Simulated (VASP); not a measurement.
Output of a VASP run:

OSZICAR:
```
       N       E                     dE             d eps       ncg     rms          rms(c)
DAV:   1     0.111257936161E+03    0.11126E+03   -0.88629E+03   754   0.121E+03
DAV:   2    -0.216594845398E+01   -0.11342E+03   -0.10918E+03   844   0.297E+02
DAV:   3    -0.710604621833E+01   -0.49401E+01   -0.49245E+01   904   0.634E+01
DAV:   4    -0.713317775856E+01   -0.27132E-01   -0.27128E-01   824   0.466E+00
DAV:   5    -0.713334337310E+01   -0.16561E-03   -0.16561E-03   904   0.328E-01    0.693E+00
DAV:   6    -0.679303567043E+01    0.34031E+00   -0.64370E-01  1057   0.114E+01    0.529E+00
DAV:   7    -0.676550786076E+01    0.27528E-01   -0.13875E-01   809   0.301E+00    0.221E+00
DAV:   8    -0.676246730806E+01    0.30406E-02   -0.15130E-02   794   0.188E+00    0.218E-01
DAV:   9    -0.676216200330E+01    0.30530E-03   -0.20278E-03   864   0.727E-01    0.511E-02
DAV:  10    -0.676213669345E+01    0.25310E-04   -0.18109E-04   829   0.220E-01    0.336E-02
DAV:  11    -0.676214147806E+01   -0.47846E-05   -0.20516E-05   794   0.472E-02    0.132E-02
DAV:  12    -0.676214094623E+01    0.53183E-06   -0.35883E-06   804   0.308E-02
   1 F= -.50565418E+01 E0= -.50565418E+01  d E =-.505654E+01
       N       E                     dE             d eps       ncg     rms          rms(c)
DAV:   1    -0.953684393718E+01   -0.27747E+01   -0.54726E+01   869   0.992E+01    0.113E+01
DAV:   2    -0.677289973867E+01    0.27639E+01   -0.88841E+00   854   0.565E+01    0.313E+00
DAV:   3    -0.661401049089E+01    0.15889E+00   -0.64257E-01   774   0.702E+00    0.220E+00
DAV:   4    -0.659055618657E+01    0.23454E-01   -0.37850E-02   789   0.165E+00    0.839E-01
DAV:   5    -0.658775235670E+01    0.28038E-02   -0.26053E-03   879   0.827E-01    0.458E-01
DAV:   6    -0.658748567034E+01    0.26669E-03   -0.15974E-03   784   0.416E-01    0.786E-02
DAV:   7    -0.658747816370E+01    0.75066E-05   -0.10069E-04   899   0.154E-01    0.460E-02
DAV:   8    -0.658747575416E+01    0.24095E-05   -0.99005E-06   784   0.350E-02    0.787E-03
DAV:   9    -0.658747574376E+01    0.10399E-07   -0.21860E-07   407   0.429E-03
   2 F= -.50831241E+01 E0= -.50831241E+01  d E =-.265823E-01
       N       E                     dE             d eps       ncg     rms          rms(c)
DAV:   1    -0.718060097531E+01   -0.59313E+00   -0.98386E+00   839   0.460E+01    0.574E+00
DAV:   2    -0.676009042420E+01    0.42051E+00   -0.10342E+00   809   0.175E+01    0.224E+00
DAV:   3    -0.671461940614E+01    0.45471E-01   -0.10645E-01   839   0.412E+00    0.193E+00
DAV:   4    -0.670730436457E+01    0.73150E-02   -0.92657E-03   754   0.835E-01    0.364E-01
DAV:   5    -0.670677227251E+01    0.53209E-03   -0.13831E-03   889   0.618E-01    0.681E-02
DAV:   6    -0.670677613947E+01   -0.38670E-05   -0.21139E-04   759   0.151E-01    0.340E-02
DAV:   7    -0.670677881635E+01   -0.26769E-05   -0.45207E-06   854   0.208E-02    0.118E-02
DAV:   8    -0.670677878827E+01    0.28081E-07   -0.19978E-07   387   0.555E-03
   3 F= -.51202064E+01 E0= -.51202064E+01  d E =-.636646E-01
```

OUTCAR:
```
------------------------ aborting loop because EDIFF is reached ----------------------------------------
  FORCE on cell =-STRESS in cart. coord.  units (eV):
  Direction    XX          YY          ZZ          XY          YZ          ZX
  --------------------------------------------------------------------------------------
  Total        1.5771658      1.5771658      1.5771658     -0.0000000     -0.0000000     -0.0000000
  in kB       49.7035562     49.7035562     49.7035562     -0.0000000     -0.0000000     -0.0000000
  external PRESSURE =      -0.2964438 kB  Pullay stress =      50.0000000 kB
  volume of cell :       50.84
      direct lattice vectors                 reciprocal lattice vectors
     0.000000000  2.940289951  2.940289951    -0.170051256  0.170051256  0.170051256
     2.940289951 -0.000000000  2.940289951     0.170051256 -0.170051256  0.170051256
     2.940289951  2.940289951 -0.000000000     0.170051256  0.170051256 -0.170051256
  FREE ENERGIE OF THE ION-ELECTRON SYSTEM (eV)
  ---------------------------------------------------
  free  energy   TOTEN  =        -6.7067787883 eV

  energy  without entropy=       -6.7067787883  energy(sigma->0) =       -6.70677879
  enthalpy is  TOTEN    =        -5.1202063834 eV   P V=        1.5865724049

 reached required accuracy - stopping structural energy minimisation
```
(Selected blocks of OUTCAR.)

### POSCAR
```
CdSe
1
    0.0000000000     3.0120523567     3.0120523567
    3.0120523567     0.0000000000     3.0120523567
    3.0120523567     3.0120523567     0.0000000000
Cd Se
1 1
Direct
  0.0000000000   0.0000000000   0.0000000000
  0.2500000000   0.2500000000   0.2500000000
```

Q: Write an INCAR and KPOINTS that could have produced this output.

A: Several could match; the one computed here: the input of the run itself, LDA (Ceperley-Alder, Perdew-Zunger), plane waves, VASP's LDA PAW potentials (set 64).

### INCAR
```
SYSTEM = CdSe
PREC = Accurate
ENCUT = 500
EDIFF = 1E-6
NELM = 100
ALGO = Normal
LREAL = .FALSE.
LASPH = .TRUE.
ISMEAR = 0
SIGMA = 0.05
LMAXMIX = 4
LWAVE = .FALSE.
LCHARG = .FALSE.
IBRION = 2
ISIF = 3
NSW = 40
EDIFFG = -0.02
PSTRESS = 50
```

### KPOINTS
```
Automatic mesh
0
Gamma
8 8 8
0 0 0
```

POTCAR, in this order: Cd Se (LDA.64 set). Program: vasp_std.

Energy and stress use the plane-wave basis of the starting cell.

The compound is CdSe in the zinc blende structure, whereas wurtzite is the usual form. This run relaxes it under an external pressure of 5 GPa. Symmetry was kept, so distortions that lower it aren't found.
